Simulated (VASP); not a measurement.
OSZICAR of a VASP run on AlN (wurtzite):

**OSZICAR**
```
       N       E                     dE             d eps       ncg     rms          rms(c)
DAV:   1     0.520153049110E+02    0.52015E+02   -0.76033E+03  1536   0.119E+03
DAV:   2    -0.304908683320E+02   -0.82506E+02   -0.76855E+02  2276   0.223E+02
DAV:   3    -0.344274259552E+02   -0.39366E+01   -0.39209E+01  2012   0.527E+01
DAV:   4    -0.344600476629E+02   -0.32622E-01   -0.32615E-01  1768   0.559E+00
DAV:   5    -0.344605292489E+02   -0.48159E-03   -0.48156E-03  1972   0.695E-01    0.121E+01
DAV:   6    -0.297741550488E+02    0.46864E+01   -0.17017E+01  1864   0.314E+01    0.421E+00
DAV:   7    -0.297915550649E+02   -0.17400E-01   -0.62780E-01  1692   0.629E+00    0.287E+00
DAV:   8    -0.297847485226E+02    0.68065E-02   -0.77676E-02  1740   0.294E+00    0.486E-01
DAV:   9    -0.297800019264E+02    0.47466E-02   -0.20297E-02  1948   0.106E+00    0.242E-01
DAV:  10    -0.297805673973E+02   -0.56547E-03   -0.23122E-03  1756   0.368E-01    0.129E-01
DAV:  11    -0.297804985340E+02    0.68863E-04   -0.20555E-04  1852   0.115E-01    0.329E-02
DAV:  12    -0.297805004268E+02   -0.18927E-05   -0.84689E-06  1644   0.298E-02    0.936E-03
DAV:  13    -0.297805001464E+02    0.28037E-06   -0.58208E-06  1876   0.179E-02    0.544E-03
DAV:  14    -0.297805001297E+02    0.16725E-07   -0.42939E-07  1684   0.592E-03
   1 F= -.29780500E+02 E0= -.29780500E+02  d E =0.000000E+00
```

Question: Which electronic solver shows in the log?

Answer: It is blocked Davidson (ALGO = Normal, or the opening steps of other solvers). The INCAR had ALGO = Normal.

Question: Can the final energy be trusted as converged?

Answer: The run converged. It stopped with EDIFF = 1E-7, NELM = 100 (PBE GGA, plane waves, VASP's PBE PAW potentials (set 64)).

The compound is AlN in the wurtzite structure. It was relaxed first.
